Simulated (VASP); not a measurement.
Given:

```xyz
5
Lattice="4.0558 0.0000 0.0000 0.0000 4.0558 0.0000 0.0000 0.0000 4.0558" Properties=species:S:1:pos:R:3 pbc="T T T"
Sr     0.0000     0.0000     0.0000
Ti     2.0279     2.0279     2.0279
O      2.0279     0.0000     2.0279
O      0.0000     2.0279     2.0279
O      2.0279     2.0279     0.0000
```

Method: RPBE GGA, VASP's PBE PAW potentials (set 64) (plane waves; VASP). Settings: 520 eV cut-off, 6×6×6 Γ-centred mesh, Gaussian smearing of 0.050 eV, potentials Sr_sv Ti_sv O.

Task: Give the stress tensor in GPa (positive for a compressed cell).

Result: 
```
-8.08   0.00   0.00
 0.00  -8.08   0.00
 0.00   0.00  -8.08
```
The pressure is its mean diagonal, -8.08 GPa.

The compound is SrTiO3 in the cubic perovskite structure, the ideal cubic form; the compound distorts at low or room temperature. This cell is one point of a volume scan, at 1.06 of the reference volume.
